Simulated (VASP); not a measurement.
Ga3BSb2:

```
Ga B Sb
1.0
     4.17340    0.00000    0.00000
    -2.08670    3.61427    0.00000
     0.00000    0.00000    8.58282
Ga B Sb
3 1 2
Direct
  0.33333 0.66667 0.00000
  0.66667 0.33333 0.00000
  0.00000 0.00000 0.00000
  0.00000 0.00000 0.50000
  0.00000 0.00000 0.25930
  0.00000 0.00000 0.74070
```

The cell was built by a generator and needn't be a form met in nature.

```yaml
Program: VASP 6.6.1
Task: relaxation of cell and atoms
Functional: PBE
Potentials_or_basis: VASP PAW PBE potentials, release 64 (Ga_d, B, Sb)
Cutoff: 520 eV
k_mesh: 5 × 5 × 2
Occupations: gaussian, width 0.15 eV
Spin: no spin polarisation
```

At the start: pressure 27.7 GPa; volume 21.58 Å³/atom.

Question: Where does the relaxation end?

Answer: Over 16 steps the energy falls by 789.5 meV/atom and the volume is 32.96 Å³/atom (+52.8 %); space group P6/mmm (No. 191, to 0.05 Å).

Step by step:
```csv
step,energy change (eV),largest force (eV/Å),pressure (GPa),volume (Å³)
1,0.0000,6.9886,27.68,129.46
2,-4.4198,0.7505,-2.33,212.09
3,-4.5878,0.7417,0.60,181.73
4,-4.6089,0.6682,-0.37,189.41
5,-4.6093,0.6888,-0.25,188.05
6,-4.6733,0.5602,0.97,187.79
7,-4.6787,0.2544,0.59,187.86
8,-4.6970,0.2254,0.13,190.67
9,-4.7017,0.2147,0.08,191.56
10,-4.7098,0.1903,-0.06,193.36
11,-4.7203,0.1357,-0.54,196.96
12,-4.7320,0.2235,-0.02,197.04
13,-4.7340,0.2529,-0.08,197.07
14,-4.7327,0.2978,0.21,197.11
15,-4.7344,0.2653,0.13,197.08
16,-4.7373,0.0056,-0.24,197.78
```

Final structure:
```
Ga B Sb
1.0
     4.84885    0.00000    0.00000
    -2.42443    4.19923    0.00000
     0.00000    0.00000    9.71332
Ga B Sb
3 1 2
Direct
  0.33333 0.66667 0.00000
  0.66667 0.33333 0.00000
  0.00000 0.00000 0.00000
  0.00000 0.00000 0.50000
  0.00000 0.00000 0.28745
  0.00000 0.00000 0.71255
```

Caveat: the k mesh is coarse (spacing up to 0.37 Å⁻¹), so the values aren't converged; the volume moved by over 15 % at a fixed basis, so the end points are rough.
